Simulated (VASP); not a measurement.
Here is the system:

```
Mg
1.0
    1.61908    -2.80433     0.00000
    1.61908     2.80433     0.00000
    0.00000     0.00000     5.16240
Mg
2
Direct
  0.33333   0.66667   0.25000
  0.66667   0.33333   0.75000
```

Calculation: revPBE GGA, VASP's PBE PAW potentials (set 64) (plane waves; VASP). Numerical set-up: 520 eV cut-off, 15×15×8 Γ-centred mesh, tetrahedra with Blöchl corrections, potentials Mg.

### Question
The job: Mg (hcp), 2 atoms, revPBE, static run, 520 eV, 15×15×8 Γ-centred mesh. Roughly how much core time does it take on a busy server core?

### Answer
About 10 core-seconds (one run on a shared machine, a rough figure). It had 135 irreducible k-points, 6 bands, up to 1296 plane waves and 10 electronic steps.

The compound is Mg in the hcp structure. It was relaxed first.
